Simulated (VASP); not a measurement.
Energy against volume of KTaO3 (cubic perovskite). These are revPBE GGA, VASP's PBE PAW potentials (set 64) (plane waves; VASP) values and carry that method's errors.

```csv
V (Å³/atom),E (eV/atom)
12.504,-7.84053
12.903,-7.86360
13.302,-7.87087
13.701,-7.86475
14.100,-7.84731
```

Question: Fit a third-order Birch-Murnaghan equation of state.

Answer: 
| Item | Result |
|---|---|
| volume per atom | 13.31 Å³/atom |
| bulk modulus | 178 GPa |
| pressure derivative of the bulk modulus | 4.54 |
| lattice constant a | 4.052 Å |

Measured: bulk modulus 220 GPa (computed value off by -19.0 %), as given by S. Tinte et al., Physical review. B, Condensed matter (1998), arXiv:cond-mat/9809379. The calculation is for a static lattice, while the measured bulk modulus holds thermal and zero-point effects, which are part of the difference.

The compound is KTaO3 in the cubic perovskite structure. It was relaxed first.
